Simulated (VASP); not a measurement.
The input files of a VASP run:

POSCAR:
```
Cu3Au
1
    3.7127933651     0.0000000000     0.0000000000
   -0.0000000000     3.7127933651     0.0000000000
    0.0000000000    -0.0000000000     3.7127933651
Cu Au
3 1
Direct
  0.0000000000   0.5000000000   0.5000000000
  0.5000000000   0.0000000000   0.5000000000
  0.5000000000   0.5000000000   0.0000000000
  0.0000000000   0.0000000000   0.0000000000
```

**INCAR**
```
SYSTEM = Cu3Au
PREC = Accurate; ENCUT = 480; LREAL = .FALSE.
LASPH = .TRUE.
EDIFF = 1E-6; NELM = 100; ALGO = Normal
LMAXMIX = 6
ISMEAR = 1; SIGMA = 0.1
GGA = PS
IBRION = 2; NSW = 60; ISIF = 3
EDIFFG = -0.02
LWAVE = .FALSE.; LCHARG = .FALSE.
```

KPOINTS:
```
Automatic mesh
0
Gamma
8 8 8
0 0 0
```

POTCAR, in this order: Cu Au (PBE.64 set). Program: vasp_std.

**Question.** Translate this PBEsol calculation to Quantum ESPRESSO's pw.x.

**Answer.** One equivalent input (not run):
```
&CONTROL
  calculation = 'vc-relax'
  pseudo_dir = './pseudo'
  outdir = './out'
  tprnfor = .true.
  tstress = .true.
  nstep = 60
  forc_conv_thr = 0.00078
/
&SYSTEM
  ibrav = 0
  nat = 4
  ntyp = 2
  ecutwfc = 92
  occupations = 'smearing'
  smearing = 'methfessel-paxton'
  degauss = 0.00735
  input_dft = 'pbesol'
/
&ELECTRONS
  conv_thr = 7.3e-08
  electron_maxstep = 100
/
&IONS
/
&CELL
/
ATOMIC_SPECIES
  Cu 63.546 Cu.upf
  Au 196.967 Au.upf
CELL_PARAMETERS angstrom
     3.7127934    0.0000000    0.0000000
    -0.0000000    3.7127934    0.0000000
     0.0000000   -0.0000000    3.7127934
ATOMIC_POSITIONS crystal
  Cu   0.0000000  0.5000000  0.5000000
  Cu   0.5000000  0.0000000  0.5000000
  Cu   0.5000000  0.5000000  0.0000000
  Au   0.0000000  0.0000000  0.0000000
K_POINTS automatic
  8 8 8 0 0 0
```
Limits of the translation: the potentials are each code's own (VASP's PAW set, PseudoDojo norm-conserving files in pw.x), so ENCUT and ecutwfc are chosen apart and not converted; conv_thr bounds pw.x's estimated SCF error, while EDIFF bounds the energy change between steps; forc_conv_thr acts on force components and is met together with etot_conv_thr.

The compound is Cu3Au in the L1_2 structure. This run relaxes it. Symmetry was kept, so distortions that lower it aren't found. The start is the result of an earlier pass.
